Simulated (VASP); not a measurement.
**Formation energies of nickel silicides**

How stable are these compounds against their elements: Ni3Si, Ni2Si, NiSi and NiSi2?

Main program and level: VASP 6.6.1; LDA, spin-polarised from a ferromagnetic start (one magnetic atom a cell); plane waves and PAW (Si, Ni), in the first sound run; inputs show where later runs differ.

Most raw output is cut from this account.

The database entry behind the starting cell differs from later determinations by our own check (0.1 to 0.3 % short, probably kX units), so it need not match the best structure at ambient conditions.

### Step 1. The structure

It takes space group Fm-3m (No. 225, cubic). The conventional cell has a = 5.395 Å, b = 5.395 Å, c = 5.395 Å, α = 90.00°, β = 90.00°, γ = 90.00°. Nearest to Si lie 4 Ni at 2.34 Å. Nearest to Ni lie 8 Si at 2.34 Å. Farther neighbours are not listed.

Coordinates:

```xyz
3
Lattice="0.0000 2.6975 2.6975 2.6975 0.0000 2.6975 2.6975 2.6975 0.0000" Properties=species:S:1:pos:R:3 pbc="T T T"
Si    1.3487    1.3487    1.3487
Si    4.0462    4.0462    4.0462
Ni    0.0000    0.0000    0.0000
```

### Step 2. Relax the crystal, LDA

One member in full, NiSi2: cell and atoms relax.

This step took 2 runs in a row; the last is shown.

Level: LDA, spin-polarised from a ferromagnetic start (one magnetic atom a cell); plane waves and PAW (Si, Ni).

Input file INCAR:

```
SYSTEM = Si2Ni
PREC = Accurate
ENCUT = 450
EDIFF = 1E-07
NELM = 120
ISMEAR = 1
SIGMA = 0.1
LREAL = .FALSE.
ALGO = Normal
GGA = CA
NBANDS = 17
ISPIN = 2
MAGMOM = 0 0 1
LASPH = .TRUE.
LMAXMIX = 4
LORBIT = 11
LWAVE = .FALSE.
LCHARG = .FALSE.
KPAR = 2
IBRION = 2
NSW = 40
ISIF = 3
EDIFFG = -0.01
POTIM = 0.4
```

Input file POSCAR:

```
Si2Ni
1.0
    0.0000000000      2.6762409509      2.6762409509
    2.6762409509      0.0000000000      2.6762409509
    2.6762409509      2.6762409509      0.0000000000
Si Ni
2 1
Direct
    0.2500000000      0.2500000000      0.2500000000
    0.7500000000      0.7500000000      0.7500000000
    0.0000000000      0.0000000000      0.0000000000
```

Input file KPOINTS:

```
Automatic mesh
0
Gamma
11 11 11
0 0 0
```

PAW data sets: Si and Ni (LDA family, release 64).

Launch:

```bash
$ mpirun -np 2 vasp_std
```

It took 18 s on 2 MPI ranks of Intel Xeon 6975P-C (Granite Rapids), shared host; peak memory 0.32 GiB.

Numbers from this step:

```
energy(sigma→0) of the program : -19.8979 eV
stress, compression positive   : xx, yy, zz -0.08, -0.08, -0.08 GPa
volume                         : 38.336 Å³
ionic steps                    : 1
```

### Step 3. Density of states, LDA

Tetrahedra on a denser mesh give the density of states; the gap in the table is that of the relaxation mesh.

Level: LDA, spin-polarised from a ferromagnetic start (one magnetic atom a cell); plane waves and PAW (Si, Ni).

Input file INCAR:

```
SYSTEM = Si2Ni
PREC = Accurate
ENCUT = 450
EDIFF = 1E-06
NELM = 100
ISMEAR = -5
SIGMA = 0.1
LREAL = .FALSE.
ALGO = Normal
GGA = CA
NBANDS = 24
ISPIN = 2
MAGMOM = 0 0 1
LASPH = .TRUE.
LMAXMIX = 4
LORBIT = 11
LWAVE = .FALSE.
LCHARG = .FALSE.
KPAR = 2
NEDOS = 2001
```

POSCAR is that of step 2.

Input file KPOINTS:

```
Automatic mesh
0
Gamma
15 15 15
0 0 0
```

Launch:

```bash
$ mpirun -np 2 vasp_std
```

The job ended after 54 s (2 MPI ranks; peak memory 0.45 GiB).

This run gave:

| Quantity | Value |
| --- | --- |
| energy(sigma→0) of the program | -19.8996 eV |

The run ends at a pressure of -0.24 GPa.

### Step 4. Reference Ni, LDA

This step took 2 runs in a row; the last is shown.

Level: LDA, spin-polarised from a ferromagnetic start (one magnetic atom a cell); plane waves and PAW (Ni).

System, named by how it was started: Ni. Symmetry: Fm-3m, No. 225, cubic system. The conventional cell has a = 3.423 Å, b = 3.423 Å, c = 3.423 Å, α = 90.00°, β = 90.00°, γ = 90.00°. Ni has 12 Ni at 2.42 Å nearest.

Input file INCAR:

```
SYSTEM = Ni
PREC = Accurate
ENCUT = 450
EDIFF = 1E-07
NELM = 120
ISMEAR = 1
SIGMA = 0.15
LREAL = .FALSE.
ALGO = Normal
GGA = CA
NBANDS = 12
ISPIN = 2
MAGMOM = 0.7
LASPH = .TRUE.
LMAXMIX = 4
LORBIT = 11
LWAVE = .FALSE.
LCHARG = .FALSE.
KPAR = 2
IBRION = 2
NSW = 40
ISIF = 3
EDIFFG = -0.005
POTIM = 0.4
```

Input file POSCAR:

```
Ni
1.0
    0.0000000000      1.7115307479      1.7115307479
    1.7115307479      0.0000000000      1.7115307479
    1.7115307479      1.7115307479      0.0000000000
Ni
1
Direct
    0.0000000000      0.0000000000      0.0000000000
```

Input file KPOINTS:

```
Automatic mesh
0
Gamma
20 20 20
0 0 0
```

Potentials, in the order of the species: Ni (LDA family, release 64).

Launch:

```bash
$ mpirun -np 2 vasp_std
```

Wall time 22 s (2 MPI ranks); peak memory 0.27 GiB.

This run gave:

* energy(sigma→0) of the program: -6.5787 eV
* stress, compression positive: xx, yy, zz 0.01, 0.01, 0.01 GPa
* volume: 10.022 Å³
* ionic steps: 3

### Step 5. Reference Si, LDA

This step took 2 runs in a row; the last is shown.

Level: LDA; plane waves and PAW (Si).

System, named by how it was started: Si. It takes space group Fd-3m (No. 227, cubic). Conventional cell: a = 5.403 Å, b = 5.403 Å, c = 5.403 Å, α = 90.00°, β = 90.00°, γ = 90.00°. Si has 4 Si at 2.34 Å nearest.

Input file INCAR:

```
SYSTEM = Si
PREC = Accurate
ENCUT = 450
EDIFF = 1E-07
NELM = 120
ISMEAR = 0
SIGMA = 0.05
LREAL = .FALSE.
ALGO = Normal
GGA = CA
NBANDS = 10
LORBIT = 11
LWAVE = .FALSE.
LCHARG = .FALSE.
KPAR = 2
IBRION = 2
NSW = 40
ISIF = 3
EDIFFG = -0.005
POTIM = 0.4
```

Input file POSCAR:

```
Si
1.0
    0.0000000000      2.7013966104      2.7013966104
    2.7013966104      0.0000000000      2.7013966104
    2.7013966104      2.7013966104      0.0000000000
Si
2
Direct
    0.0000000000      0.0000000000      0.0000000000
    0.2500000000      0.2500000000      0.2500000000
```

Input file KPOINTS:

```
Automatic mesh
0
Gamma
13 13 13
0 0 0
```

PAW data sets: Si (LDA family, release 64).

Launch:

```bash
$ mpirun -np 2 vasp_std
```

It took 4.8 s on 2 MPI ranks; peak memory 0.26 GiB; 8.8 s of CPU time.

This run gave:

* energy(sigma→0) of the program: -11.9198 eV
* stress, compression positive: xx, yy, zz 0.00, 0.00, 0.00 GPa
* volume: 39.427 Å³
* ionic steps: 1

By hand, from the ends of the relaxations: [-19.8979 − 2 × (-5.9599) − 1 × (-6.5787)] / 3 = -0.466 eV/atom.

### Step 6. The table

LASPH is off in runs at LDA and on in runs at LDA; a level named twice has it in cells with d or f elements alone.

Notes on database entries: that of Fm-3m Si2Ni differs from later determinations by our own check (0.1 to 0.3 % short, probably kX units).

The other members went through these steps as far as the tables show, with one cutoff; 15 runs are not shown, of which 1 ended short or failed. The session took 2.9 core hours (wall time by ranks) on a shared machine.

Spin-polarised: Ni, SiNi3, SiNi2, SiNi and Si2Ni; all else ran without spin. No compound in the table ends with a moment.

```csv
compound,space group,atoms,volume (Å³/atom),formation energy (eV/atom),gap on the mesh (eV)
Ni3Si,Pm-3m,4,10.079,-0.557,0.000
Ni2Si,Pnma,12,10.344,-0.654,0.000
NiSi,Pnma,8,11.544,-0.615,0.000
NiSi2,Fm-3m,3,12.779,-0.466,0.000
Ni2Si,P6_3/mmc,6,10.332,-0.608,0.000
```

Height above the convex hull of these phases:

| compound | space group | share of Si | above the hull (meV/atom) |
| --- | --- | --- | --- |
| Ni3Si | Pm-3m | 0.250 | 0 |
| Ni2Si | Pnma | 0.333 | 0 |
| NiSi | Pnma | 0.500 | 0 |
| NiSi2 | Fm-3m | 0.667 | 0 |
| Ni2Si | P6_3/mmc | 0.333 | 46 |

### Step 7. What came out

```yaml
ni3si_pm_3m: -0.56 eV/atom
ni2si_pnma: -0.65 eV/atom
nisi_pnma: -0.62 eV/atom
nisi2_fm_3m: -0.47 eV/atom
ni2si_p6_3_mmc: -0.61 eV/atom
```

What this shows: Ni2Si (Pnma) has the lowest formation energy per atom (-0.65 eV) and NiSi2 the highest (-0.47 eV). Among the phases in the table, Ni3Si, Ni2Si (Pnma), NiSi and NiSi2 lie on the hull; phases left out could lower it. Elements and compounds start from ASE's table, typed cells or database entries, forms which need not be the lowest. Static energies: no zero-point or thermal terms. The meshes of the relaxations leave a few meV per atom open.

[Lines on the potential files, build, host, timing and source positions are cut from VASP's logs without a mark.]

[Logs are printed without paths, hosts, clocks, repeated set-up lines and the standing remarks that a program may print on its own settings, such as how far it seeks lower states.]

[Hosts, paths, dates, database ids (printed as entryN), source tags and the programs' standing remarks are cut or masked in the printed files.]
